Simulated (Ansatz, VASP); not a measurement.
Given: the input of a run of Ansatz 0.2.0 on CsLiCr2Te2S3.

The input input.yaml:

```yaml
crystal:
  lattice:
    - [6.0669260131, -0.018733419, 0.0057710055]
    - [-2.2728623561, 5.8917000086, 0.0033076503]
    - [-1.3753269683, -2.1792250597, 7.511842766]
  atoms:
    - { symbol: Cs, position: [0.06348, 0.10178, 0.99394] }
    - { symbol: Li, position: [0.57026, 0.58143, 0.57403] }
    - { symbol: Cr, position: [0.07801, 0.50138, 0.5799], spin: 3.0 }
    - { symbol: Cr, position: [0.43162, 0.02972, 0.53722], spin: 3.0 }
    - { symbol: Te, position: [0.54458, 0.76732, 0.28198] }
    - { symbol: Te, position: [0.01143, 0.65932, 0.29902] }
    - { symbol: S, position: [0.778, 0.37133, 0.70773] }
    - { symbol: S, position: [0.39402, 0.82508, 0.74875] }
    - { symbol: S, position: [0.19605, 0.23009, 0.48646] }
hamiltonian:
  xc: pbe
  pseudopotentials: { kind: paw }
magnetization:
  spin_polarized: true
kpoints:
  mp_grid: { grid: [5, 5, 4] }
scf:
  occupations: { method: fermi_dirac, width: 0.05 }
output:
  forces: true
  stress: true
  eigenvalues: true
```

Potentials or basis: Ansatz PAW.

Launch:

```console
$ ansatz run input.yaml --threads 8 --pin off --max-ram 20480MiB --backend cpu --events-out ev --progress --plain --runs-dir out
```

Problem. Translate it to VASP 6.6.1. Potentials there: VASP PAW PBE potentials, release 64 (Cs_sv, Li_sv, Cr_pv, Te, S).

Solution. As run (the cutoff follows the program's own potentials):

The input INCAR:

```
  ALGO = Normal
  EDIFF = 1E-7
  ENCUT = 520
  GGA = PE
  ISIF = 2
  ISMEAR = -1
  ISPIN = 2
  KPAR = 4
  LASPH = T
  LCHARG = F
  LMAXMIX = 4
  LORBIT = 11
  LREAL = F
  LWAVE = F
  MAGMOM = 0 0 3 3 0 0 0 0 0
  NBANDS = 47
  NELM = 120
  PREC = Accurate
  SIGMA = 0.05
```

Contents of KPOINTS:

```
k-points
0
Gamma
  5 5 4
```

Contents of POSCAR:

```
CsLiCr2Te2S3
1.0
    6.0669260131     -0.0187334190      0.0057710055
   -2.2728623561      5.8917000086      0.0033076503
   -1.3753269683     -2.1792250597      7.5118427660
Cs Li Cr Te S
1 1 2 2 3
Direct
    0.0634800000      0.1017800000      0.9939400000
    0.5702600000      0.5814300000      0.5740300000
    0.0780100000      0.5013800000      0.5799000000
    0.4316200000      0.0297200000      0.5372200000
    0.5445800000      0.7673200000      0.2819800000
    0.0114300000      0.6593200000      0.2990200000
    0.7780000000      0.3713300000      0.7077300000
    0.3940200000      0.8250800000      0.7487500000
    0.1960500000      0.2300900000      0.4864600000
```

Potentials or basis: VASP PAW PBE potentials, release 64 (Cs_sv, Li_sv, Cr_pv, Te, S).

Launch:

```sh
$ cat potpaw_PBE.64/Cs_sv/POTCAR potpaw_PBE.64/Li_sv/POTCAR potpaw_PBE.64/Cr_pv/POTCAR potpaw_PBE.64/Te/POTCAR potpaw_PBE.64/S/POTCAR > POTCAR
$ mpirun -np 4 vasp_std > vasp.out
```

Both were run:

|  | VASP | Ansatz | Ansatz less VASP |
| --- | --- | --- | --- |
| gap on the k mesh at the Fermi level (eV) | none | none | - |
| rms of the force components (eV/Å) | 0.072 | 0.071 | -0.0013 |
| net moment per atom (μB) | 0.60 | 0.60 | -0.002 |
| size of the moment on the site where the two differ most (μB) | 2.49 | 2.16 | -0.325 |

Site moments also hang on the region over which each program counts them. Atom by atom the forces differ by 0.004 eV/Å (rms over components). A gap of «none» marks a metal or a gap that the smearing closes. The two sets of potentials don't hold the same shells in valence.

Caveats: only a ferromagnetic start was run, and an antiferromagnetic order may lie lower in energy. Spin-orbit coupling is left out, which matters for the levels of Cs, Te.
